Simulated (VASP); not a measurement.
All values below come from PBE GGA, VASP's PBE PAW potentials (set 64) (plane waves; VASP).

VASP input:

File KPOINTS:
```
Automatic mesh
0
Gamma
5 5 5
0 0 0
```

**INCAR**
```
# general
SYSTEM   =  Mg2Au
PREC     =  Accurate
ENCUT    =  300   # plane-wave cut-off (eV)
LREAL    =  .FALSE.   # projection in real space or not
LASPH    =  .TRUE.   # aspherical one-centre terms

# electronic loop
EDIFF    =  1E-6   # SCF stop (eV)
NELM     =  100   # most electronic steps
ALGO     =  Normal   # blocked Davidson
LMAXMIX  =  6

# smearing
ISMEAR   =  0   # Gaussian
SIGMA    =  0.2

# functional
GGA      =  PE

# ions
ISIF     =  2

# output
LWAVE    =  .FALSE.
LCHARG   =  .FALSE.
```

### KPOINTS_OPT
```
k-points along high-symmetry lines
10
Line-mode
Reciprocal
  0.000000   0.000000   0.000000 ! GAMMA
  0.500000   0.000000   0.500000 ! X

  0.500000   0.000000   0.500000 ! X
  0.625000   0.250000   0.625000 ! U

  0.375000   0.375000   0.750000 ! K
  0.000000   0.000000   0.000000 ! GAMMA

  0.000000   0.000000   0.000000 ! GAMMA
  0.500000   0.500000   0.500000 ! L

  0.500000   0.500000   0.500000 ! L
  0.500000   0.250000   0.750000 ! W

  0.500000   0.250000   0.750000 ! W
  0.500000   0.000000   0.500000 ! X
```

**POSCAR**
```
Mg2Au
1
    0.0000000000     4.1417540000     4.1417540000
    4.1417540000     0.0000000000     4.1417540000
    4.1417540000     4.1417540000     0.0000000000
Mg Au
4 2
Direct
  0.1250000000   0.1250000000   0.1250000000
  0.6250000000   0.1250000000   0.1250000000
  0.1250000000   0.6250000000   0.1250000000
  0.1250000000   0.1250000000   0.6250000000
  0.7500000000   0.7500000000   0.7500000000
  0.5000000000   0.5000000000   0.5000000000
```

POTCAR, in this order: Mg Au (PBE.64 set). Program: vasp_std.

At this cut-off the stress carries a Pulay error, which pulls relaxed volumes low. Unless said otherwise, spin-orbit coupling is left out, though it shifts the bands of the heavy elements here.

Problem. What does the run give for the energy per atom (σ→0), pressure, band gap (over mesh and band path)?

Solution. 
| Property | Value |
|---|---|
| energy per atom (σ→0) | -2.017 eV/atom |
| band gap (over mesh and band path) | none (metal, semimetal or under 0.01 eV) |
| pressure | -6.20 GPa |

OSZICAR:
```
...
DAV:  12    -0.121383783316E+02   -0.81160E-06   -0.68944E-06   420   0.212E-02
   1 F= -.12138378E+02 E0= -.12101396E+02  d E =-.739655E-01
       N       E                     dE             ncg
       N       E                     dE             ncg
       N       E                     dE             ncg
       N       E                     dE             ncg
       N       E                     dE             ncg
       N       E                     dE             ncg
```

The structure was generated: Mg2Au was put into an ordered model structure, which need not be its known phase. The cell was not relaxed at this level.
